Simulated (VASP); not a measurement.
GaN (wurtzite): computed properties

All values below come from PBEsol GGA, VASP's PBE PAW potentials (set 64) (plane waves; VASP).

```json
{
 "space_group": "P6_3mc (186)",
 "cell": "a = b = 3.182 Å, c = 5.180 Å, α = β = 90.00°, γ = 120.00°",
 "volume_per_atom": "11.36 Å³/atom",
 "band gap (over mesh and band path)": "1.91 eV",
 "smallest direct gap (over mesh and band path)": "1.91 eV",
 "hill_bulk_modulus": "189 GPa",
 "hill_shear_modulus": "108 GPa",
 "Poisson's ratio": "0.259",
 "band_edge_character_without_spin_orbit_coupling": "direct, Γ to Γ",
 "band_gap_with_spin_orbit_coupling": "1.90 eV",
 "density": "6.12 g/cm³",
 "C11": "346 GPa",
 "C12": "127 GPa",
 "C13": "92.2 GPa",
 "C33": "385 GPa",
 "C44": "92.6 GPa",
 "C66": "109 GPa"
}
```

GaN is taken in the hexagonal space group P6₃mc (No. 186), the wurtzite structure, Pearson symbol hP4. Lattice parameters: a = b = 3.182 Å, c = 5.180 Å, α = β = 90.00°, γ = 120.00°. Ga on 2b is coordinated by 4 N at 1.945–1.953 Å (tetrahedral). N on 2b has 4 Ga at 1.945–1.953 Å (tetrahedral). (Neighbours: up to the widest gap in distance over summed covalent radii, below 1.35, at either atom; cation-cation and far metal-metal contacts left out.)

Measured: gap 3.68 eV (computed value off by -1.77 eV), as given by Wei Chen et al., Physical Review Materials (2018), doi:10.1103/physrevmaterials.2.073803 [zero-point renormalisation of 0.17 eV added back (the table's ZPR column)]; a 3.189 Å (computed value off by -0.2 %), c 5.185 Å (computed value off by -0.1 %), as given by M J Lucero et al., Journal of Physics Condensed Matter (2012), arXiv:1111.4515; bulk modulus 210 GPa (computed value off by -10.0 %), as given by Cormac Toher et al., Physical Review Materials (2017), arXiv:1611.05714. The calculation is for a static lattice, while the measured a, c, bulk modulus hold thermal and zero-point effects, which are part of the difference.

The compound is GaN in the wurtzite structure. It was relaxed first. Symmetry was kept, so distortions that lower it aren't found.
